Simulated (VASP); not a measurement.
Input:

```
MoSi
1.0
    3.09484     0.00000     0.00000
   -1.54742     2.68021     0.00000
    0.00000     0.00000     6.91215
Mo Si
2 2
Cartesian
  0.00000   0.00000   6.91215
  0.00000   0.00000   3.45607
  0.00000   1.78681   1.72804
  1.54742   0.89340   5.18411
```

The numbers are results of LDA (Ceperley-Alder, Perdew-Zunger), VASP's LDA PAW potentials (set 64) (plane waves; VASP), not measurements. Settings: 400 eV cut-off, Gaussian smearing of 0.050 eV, potentials Mo_sv Si.

Problem. Estimate the band gap (along the path) with the smallest direct gap where there is one.

Solution. 
| Item | Result |
|---|---|
| band gap (along the path) | none (metal, semimetal or under 0.01 eV) |

The structure was generated: SiMo was put into the NiAs type (P6_3/mmc), which need not be its known phase. It was relaxed first, which changed the volume by -25 %.
